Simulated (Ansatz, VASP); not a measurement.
# PbS2: VASP beside Ansatz, part 3 of 3

Wanted: the spread between two codes on one cell, functional and k mesh. The cell is generated by rule, not measured, and may not be a known phase. The cell is taken from a series of runs on this material, whose earlier steps may have relaxed, scaled, displaced or heated it; both programs get it as it stands.

VASP 6.6.1 and Ansatz 0.2.0.

So far: Starting point; Ansatz: zone-centre phonons, PBEsol; VASP: zone-centre phonons, PBEsol.

## Step 3: VASP: zone-centre phonons, PBEsol (continued)

Level of this step: PBEsol; plane waves and PAW (Pb_d, S); invented cell (VASP).

Numbers of over 12 decimals in the logs are rounded to 6 here.

OUTCAR, selected parts (step 3):

```text
ion  position               nearest neighbor table
   1  0.500  0.500  0.500-   5 2.56   6 2.56   6 2.56   5 2.56
   2  0.000  0.000  0.000-   3 2.56   4 2.56   3 2.56   4 2.56
   3  0.000  0.500  0.831-   2 2.56   2 2.56
   4  0.500  0.000  0.169-   2 2.56   2 2.56
   5  0.000  0.500  0.331-   1 2.56   1 2.56
   6  0.500  0.000  0.669-   1 2.56   1 2.56

  LATTYP: Found a simple tetragonal cell.
 ALAT       =     4.0995066559
 C/A-ratio  =     2.1993699680

 Subroutine GETGRP returns: Found 16 space group operations
 (whereof  8 operations were pure point group operations)

The static configuration has the point symmetry D_2d.
 The point group associated with its full space group is D_4h.

 Found     45 irreducible k-points:

   k-points           NKPTS =     45   k-points in BZ     NKDIM =     45   number of bands    NBANDS=     32

   dimension x,y,z NGX =    30 NGY =   30 NGZ =   70
   dimension x,y,z NGXF=    60 NGYF=   60 NGZF=  140

   ENCUT  =  500.0 eV  36.75 Ry    6.06 a.u.   7.47  7.47 16.44*2*pi/ulx,y,z

   NELECT =      52.0000    total number of electrons

 k-points in reciprocal lattice and weights: Automatic mesh
   0.00000000  0.00000000  0.00000000       0.004
   0.12500000  0.00000000  0.00000000       0.016
   0.25000000  0.00000000  0.00000000       0.016
   0.37500000  0.00000000  0.00000000       0.016
   0.50000000  0.00000000  0.00000000       0.008
   0.12500000  0.12500000  0.00000000       0.016
   0.25000000  0.12500000  0.00000000       0.031
   0.37500000  0.12500000  0.00000000       0.031
   0.50000000  0.12500000  0.00000000       0.016
[...]
0.50000000  0.37500000  0.50000000       0.016
   0.50000000  0.50000000  0.50000000       0.004

 average (electrostatic) potential at core
       1 -92.6450       2 -92.6450       3 -86.9062       4 -86.9062       5 -86.9062
       6 -86.9062

 Eigenvectors and eigenvalues of the dynamical matrix
 ----------------------------------------------------

   1 f  =    8.944615 THz    56.200676 2PiTHz  298.360254 cm-1    36.991940 meV
             X         Y         Z           dx          dy          dz
      2.049753  2.049753  4.508166     0.055563    0.195581   -0.000000
      0.000000  0.000000  0.000000    -0.055563   -0.195581    0.000000
      0.000000  2.049753  7.489607     0.004552    0.651269    0.000000
      2.049753  0.000000  1.526725     0.185020    0.016023   -0.000000
      0.000000  2.049753  2.981441    -0.185020   -0.016023   -0.000000
      2.049753  0.000000  6.034891    -0.004552   -0.651269    0.000000

   2 f  =    8.944615 THz    56.200676 2PiTHz  298.360254 cm-1    36.991940 meV
             X         Y         Z           dx          dy          dz
      2.049753  2.049753  4.508166    -0.195581    0.055563   -0.000000
      0.000000  0.000000  0.000000     0.195581   -0.055563   -0.000000
      0.000000  2.049753  7.489607    -0.016023    0.185020   -0.000000
      2.049753  0.000000  1.526725    -0.651269    0.004552    0.000000
      0.000000  2.049753  2.981441     0.651269   -0.004552    0.000000
      2.049753  0.000000  6.034891     0.016023   -0.185020    0.000000

   3 f  =    7.722075 THz    48.519228 2PiTHz  257.580693 cm-1    31.935921 meV
             X         Y         Z           dx          dy          dz
      2.049753  2.049753  4.508166    -0.006279   -0.246707    0.000000
      0.000000  0.000000  0.000000    -0.006279   -0.246707   -0.000000
      0.000000  2.049753  7.489607    -0.000845    0.661596   -0.000000
      2.049753  0.000000  1.526725     0.016839   -0.033216    0.000000
      0.000000  2.049753  2.981441     0.016839   -0.033216    0.000000
      2.049753  0.000000  6.034891    -0.000845    0.661596   -0.000000

   4 f  =    7.722075 THz    48.519228 2PiTHz  257.580693 cm-1    31.935921 meV
             X         Y         Z           dx          dy          dz
      2.049753  2.049753  4.508166    -0.246707    0.006279   -0.000000
      0.000000  0.000000  0.000000    -0.246707    0.006279   -0.000000
      0.000000  2.049753  7.489607    -0.033216   -0.016839   -0.000000
      2.049753  0.000000  1.526725     0.661596    0.000845    0.000000
      0.000000  2.049753  2.981441     0.661596    0.000845    0.000000
      2.049753  0.000000  6.034891    -0.033216   -0.016839    0.000000

   5 f  =    7.306840 THz    45.910228 2PiTHz  243.729938 cm-1    30.218647 meV
             X         Y         Z           dx          dy          dz
      2.049753  2.049753  4.508166     0.000000    0.000000    0.337556
      0.000000  0.000000  0.000000     0.000000    0.000000   -0.337556
      0.000000  2.049753  7.489607     0.000000   -0.000000    0.439349
      2.049753  0.000000  1.526725    -0.000000    0.000000    0.439349
      0.000000  2.049753  2.981441    -0.000000    0.000000   -0.439349
      2.049753  0.000000  6.034891     0.000000   -0.000000   -0.439349

   6 f  =    7.198695 THz    45.230734 2PiTHz  240.122614 cm-1    29.771396 meV
             X         Y         Z           dx          dy          dz
      2.049753  2.049753  4.508166    -0.000000   -0.000000    0.343461
      0.000000  0.000000  0.000000    -0.000000    0.000000    0.343461
      0.000000  2.049753  7.489607    -0.000000   -0.000000   -0.437055
      2.049753  0.000000  1.526725     0.000000   -0.000000   -0.437055
      0.000000  2.049753  2.981441     0.000000   -0.000000   -0.437055
      2.049753  0.000000  6.034891     0.000000    0.000000   -0.437055

   7 f  =    7.153358 THz    44.945874 2PiTHz  238.610339 cm-1    29.583898 meV
             X         Y         Z           dx          dy          dz
      2.049753  2.049753  4.508166     0.000000    0.000000   -0.000000
      0.000000  0.000000  0.000000     0.000000    0.000000   -0.000000
      0.000000  2.049753  7.489607     0.000000   -0.000000   -0.500000
      2.049753  0.000000  1.526725    -0.000000    0.000000    0.500000
      0.000000  2.049753  2.981441    -0.000000   -0.000000    0.500000
      2.049753  0.000000  6.034891     0.000000   -0.000000   -0.500000

   8 f  =    7.112107 THz    44.686689 2PiTHz  237.234369 cm-1    29.413300 meV
             X         Y         Z           dx          dy          dz
      2.049753  2.049753  4.508166     0.000000   -0.000000   -0.000000
      0.000000  0.000000  0.000000     0.000000    0.000000   -0.000000
      0.000000  2.049753  7.489607     0.000000   -0.000000   -0.500000
      2.049753  0.000000  1.526725    -0.000000   -0.000000    0.500000
      0.000000  2.049753  2.981441    -0.000000   -0.000000   -0.500000
      2.049753  0.000000  6.034891     0.000000    0.000000    0.500000

   9 f  =    1.609013 THz    10.109728 2PiTHz   53.670904 cm-1     6.654341 meV
             X         Y         Z           dx          dy          dz
      2.049753  2.049753  4.508166     0.000000    0.000000    0.621334
      0.000000  0.000000  0.000000     0.000000   -0.000000   -0.621334
      0.000000  2.049753  7.489607    -0.000000   -0.000000   -0.238688
      2.049753  0.000000  1.526725     0.000000   -0.000000   -0.238688
      0.000000  2.049753  2.981441     0.000000    0.000000    0.238688
      2.049753  0.000000  6.034891    -0.000000    0.000000    0.238688

  10 f  =    1.491157 THz     9.369214 2PiTHz   49.739635 cm-1     6.166926 meV
             X         Y         Z           dx          dy          dz
      2.049753  2.049753  4.508166     0.233830   -0.000180   -0.000000
      0.000000  0.000000  0.000000     0.233830   -0.000180    0.000000
      0.000000  2.049753  7.489607    -0.665153   -0.000041    0.000000
      2.049753  0.000000  1.526725     0.053800    0.000513    0.000000
      0.000000  2.049753  2.981441     0.053800    0.000513   -0.000000
      2.049753  0.000000  6.034891    -0.665153   -0.000041   -0.000000

  11 f  =    1.491157 THz     9.369214 2PiTHz   49.739635 cm-1     6.166926 meV
             X         Y         Z           dx          dy          dz
      2.049753  2.049753  4.508166    -0.000180   -0.233830   -0.000000
      0.000000  0.000000  0.000000    -0.000180   -0.233830   -0.000000
      0.000000  2.049753  7.489607     0.000513   -0.053800   -0.000000
      2.049753  0.000000  1.526725    -0.000041    0.665153   -0.000000
      0.000000  2.049753  2.981441    -0.000041    0.665153   -0.000000
      2.049753  0.000000  6.034891     0.000513   -0.053800   -0.000000

  12 f  =    1.208046 THz     7.590379 2PiTHz   40.296089 cm-1     4.996076 meV
             X         Y         Z           dx          dy          dz
      2.049753  2.049753  4.508166    -0.529396    0.368195   -0.000000
      0.000000  0.000000  0.000000     0.529396   -0.368195    0.000000
      0.000000  2.049753  7.489607     0.181256   -0.107470    0.000000
      2.049753  0.000000  1.526725     0.154522   -0.126064    0.000000
      0.000000  2.049753  2.981441    -0.154522    0.126064   -0.000000
      2.049753  0.000000  6.034891    -0.181256    0.107470   -0.000000

  13 f  =    1.208046 THz     7.590379 2PiTHz   40.296089 cm-1     4.996076 meV
             X         Y         Z           dx          dy          dz
      2.049753  2.049753  4.508166    -0.368195   -0.529396    0.000000
      0.000000  0.000000  0.000000     0.368195    0.529396   -0.000000
      0.000000  2.049753  7.489607     0.126064    0.154522   -0.000000
      2.049753  0.000000  1.526725     0.107470    0.181256   -0.000000
      0.000000  2.049753  2.981441    -0.107470   -0.181256    0.000000
      2.049753  0.000000  6.034891    -0.126064   -0.154522    0.000000
    [... 43 further lines ...]
      0.000000  2.049753  2.981441     0.065980   -0.365776    0.000000
      2.049753  0.000000  6.034891    -0.563191    0.042852    0.000000

 ELASTIC MODULI CONTR FROM IONIC RELAXATION (kBar)
 Direction    XX          YY          ZZ          XY          YZ          ZX
 --------------------------------------------------------------------------------
 XX        -298.5236    189.0800   -145.5389      0.0000      0.0000      0.0000
 YY         189.0800   -298.5236   -145.5389      0.0000     -0.0000      0.0000
 ZZ        -145.5389   -145.5389   -387.0774      0.0000     -0.0000      0.0000
 XY           0.0000      0.0000      0.0000      0.0000      0.0000      0.0000
 YZ           0.0000     -0.0000     -0.0000      0.0000   -232.6235      0.0000
 ZX           0.0000      0.0000      0.0000      0.0000      0.0000   -276.0865
 --------------------------------------------------------------------------------
```

## Step 4: Side by side

Known differences besides the potentials themselves: the cutoff is 420 eV in Ansatz and 500 eV in VASP; Ansatz makes its cores anew for this functional, VASP keeps those of its PBE data sets. Total energies have different zeros and are not compared.

Both answers:

```tsv
quantity	Ansatz	VASP	difference
optical mode 1 to 2 (imaginary, printed as negative) (cm⁻¹)	-56.4	-53.6	-2.8
optical mode 3 to 4 (cm⁻¹)	40.7	40.3	+0.4
optical mode 5 to 6 (cm⁻¹)	49.5	49.7	-0.2
optical mode 7 (cm⁻¹)	53.5	53.7	-0.34 %
optical mode 8 (cm⁻¹)	237.9	237.2	+0.27 %
optical mode 9 (cm⁻¹)	238.2	238.6	-0.16 %
optical mode 10 (cm⁻¹)	240.0	240.1	-0.03 %
optical mode 11 (cm⁻¹)	243.6	243.7	-0.06 %
optical mode 12 to 13 (cm⁻¹)	259.4	257.6	+0.69 %
optical mode 14 to 15 (cm⁻¹)	299.4	298.4	+0.36 %
```

Modes are paired by rising frequency, not by their patterns, so a pair may set unlike modes beside each other; they are those without the splitting of longitudinal modes.

## Step 5: Summary of results

| Quantity | Value |
| --- | --- |
| r.m.s. difference of the optical zone-centre modes, each program's sorted by frequency (zone-centre phonons, PBEsol) | 1.3 cm⁻¹ |
| difference in optical mode 12 to 13 (zone-centre phonons, PBEsol) | +0.7 % |

The r.m.s. difference of the optical zone-centre modes, each program's sorted by frequency is 1.3 cm⁻¹ (zone-centre phonons, PBEsol). Among the rows given in per cent, the largest difference of the zone-centre phonons, PBEsol pair is in optical mode 12 to 13, +0.7 %. How closely two codes agree says nothing of how well the functional describes the real material.

[Lines on the potential files, build, host, timing and source positions are cut from VASP's logs without a mark.]

[Logs are printed without paths, hosts, clocks, repeated set-up lines and the standing remarks that a program may print on its own settings, such as how far it seeks lower states.]

[Hosts, paths, dates, database ids (printed as entryN), source tags and the programs' standing remarks are cut or masked in the printed files.]
